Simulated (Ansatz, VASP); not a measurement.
GaC3: VASP beside Ansatz

```
Ga C
1.0
     3.25120    0.00000    0.00000
     0.00000    3.25120    0.00000
     0.00000    0.00000    3.25120
Ga C
1 3
Cartesian
  0.0000 0.0000 0.0000
  0.0000 1.6256 1.6256
  1.6256 0.0000 1.6256
  1.6256 1.6256 0.0000
```

The cell comes from a database or a generator and needn't be the stable form of this composition.

Alike in both runs: task single point; functional LDA; k mesh 7 × 7 × 7; occupations gaussian, width 0.1 eV; no spin polarisation.

|  | VASP | Ansatz |
| --- | --- | --- |
| version | VASP 6.6.1 | Ansatz 0.2.0 |
| potentials or method | VASP PAW LDA potentials, release 64 (Ga_d, C) | plane waves, PAW |
| plane-wave cutoff (eV) | 520 | 517 |
| valence electrons in the cell | 25 | 25 |

```csv
,VASP,Ansatz,Ansatz less VASP
pressure (GPa),3.0,2.3,-0.72
```
